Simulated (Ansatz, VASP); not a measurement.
## Ag3OF: VASP beside Ansatz

File INCAR:

```
ALGO = Fast ; EDIFF = 1E-6
ENCUT = 520 ; ISIF = 2
ISMEAR = 0 ; LASPH = True
LCHARG = False ; LREAL = False
LWAVE = False ; NBANDS = 31
NELM = 100 ; PREC = Accurate
SIGMA = 0.05
```

The input KPOINTS:

```
k-points
0
Gamma
  4 4 4
```

Contents of POSCAR:

```
Ag3OF
1.0
    4.2693747964      0.0000000000      0.0000000000
    0.0000000000      4.2693747964      0.0000000000
    0.0000000000      0.0000000000      4.2693747964
O F Ag
1 1 3
Direct
    0.0000000000      0.0000000000      0.0000000000
    0.5000000000      0.5000000000      0.5000000000
    0.5000000000      0.5000000000      0.0000000000
    0.5000000000      0.0000000000      0.5000000000
    0.0000000000      0.5000000000      0.5000000000
```

Input for Ansatz:

```yaml
crystal:
  lattice:
    - [4.2693747964, 0.0, 0.0]
    - [0.0, 4.2693747964, 0.0]
    - [0.0, 0.0, 4.2693747964]
  atoms:
    - { symbol: O, position: [0.0, 0.0, 0.0] }
    - { symbol: F, position: [0.5, 0.5, 0.5] }
    - { symbol: Ag, position: [0.5, 0.5, 0.0] }
    - { symbol: Ag, position: [0.5, 0.0, 0.5] }
    - { symbol: Ag, position: [0.0, 0.5, 0.5] }
basis:
  ecutwfc: 420
kpoints:
  mp_grid: { grid: [4, 4, 4] }
hamiltonian:
  xc: lda
scf:
  occupations: { method: gaussian, width: 0.05 }
output:
  forces: true
  stress: true
  eigenvalues: true
```

The cell comes from a database or a generator and needn't be the stable form of this composition.

Alike in both runs: task single point; functional LDA; k mesh 4 × 4 × 4; occupations gaussian, width 0.05 eV; no spin polarisation.

|  | VASP | Ansatz |
| --- | --- | --- |
| version | VASP 6.6.1 | Ansatz 0.2.0 |
| potentials or method | VASP PAW LDA potentials, release 64 (O, F, Ag) | scalar-relativistic, plane waves, PAW |
| plane-wave cutoff (eV) | 520 | 420 |
| valence electrons in the cell | 46 | 70 |

```tsv
	VASP	Ansatz	Ansatz less VASP
gap on the k mesh at the Fermi level (eV)	none	none	-
pressure (GPa)	2.5	2.5	0.00
```

A gap of «none» marks a metal or a gap that the smearing closes. The two sets of potentials don't hold the same shells in valence.

Caveats: the k mesh is coarse (spacing up to 0.37 Å⁻¹), so the values aren't converged.
